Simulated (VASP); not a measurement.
Here is the system:

```
CELL_PARAMETERS angstrom
      0.00000     1.76000     1.76000
      1.76000     0.00000     1.76000
      1.76000     1.76000     0.00000
ATOMIC_POSITIONS crystal
  Ni 0.00000 0.00000 0.00000
```
Starting moments (μB, in the order of the record's atoms Ni): 0.8.

The numbers are results of PBE GGA, VASP's PBE PAW potentials (set 64) (plane waves; VASP), not measurements. Numerical set-up: 400 eV cut-off, 13×13×13 Γ-centred mesh, first-order Methfessel-Paxton smearing of 0.10 eV, potentials Ni.

Predict the cell moment, energy per atom (σ→0), pressure, band gap (on the k-mesh) with the smallest direct gap where there is one.

```
Property                                                     Value
------------------------  ----------------------------------------
band gap (on the k-mesh)  none (metal, semimetal or under 0.01 eV)
cell moment                                                0.63 μB
energy per atom (σ→0)                               -5.474 eV/atom
pressure                                                 -1.10 GPa
```

Give the moment on each site (PAW-sphere projection).

```tsv
site	moment (μB)
Ni1	0.64
```

Total energies compare only between runs with the same potentials, cut-off and functional.

The compound is Ni in the fcc structure. The cell was not relaxed at this level.
